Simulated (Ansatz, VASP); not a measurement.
## One calculation of Be3BAs3, two programs

```
CELL_PARAMETERS angstrom
3.79446 0.00000 0.00000
0.00000 3.79446 0.00000
0.00000 0.00000 8.13353
ATOMIC_POSITIONS crystal
Be 0.50000 0.50000 0.70331
Be 0.50000 0.50000 0.29669
Be 0.00000 0.00000 0.00000
B 0.50000 0.50000 0.00000
As 0.00000 0.50000 0.00000
As 0.50000 0.00000 0.00000
As 0.50000 0.50000 0.50000
```

Alike in both runs: task single point; functional PBE; k mesh 4 × 4 × 2; occupations gaussian, width 0.1 eV; no spin polarisation.

|  | VASP | Ansatz |
| --- | --- | --- |
| version | VASP 6.6.1 | Ansatz 0.2.0 |
| potentials or method | VASP PAW PBE potentials, release 64 (Be, B, As) | scalar-relativistic, plane waves, PAW |
| plane-wave cutoff (eV) | 520 | 420 |
| valence electrons in the cell | 24 | 54 |

|  | VASP | Ansatz | Ansatz less VASP |
| --- | --- | --- | --- |
| gap on the k mesh at the Fermi level (eV) | none | none | - |
| rms of the force components (eV/Å) | 3.535 | 3.481 | -0.0539 |

Atom by atom the forces differ by 0.054 eV/Å (rms over components). A gap of «none» marks a metal or a gap that the smearing closes. The functional is the same, so the differences come from potentials, cutoffs and numerics. The two sets of potentials don't hold the same shells in valence.

Caveats: the k mesh is coarse (spacing up to 0.41 Å⁻¹), so the values aren't converged; forces of over 1 eV/Å show positions far from the minimum, so gaps and moduli don't describe the material at rest.
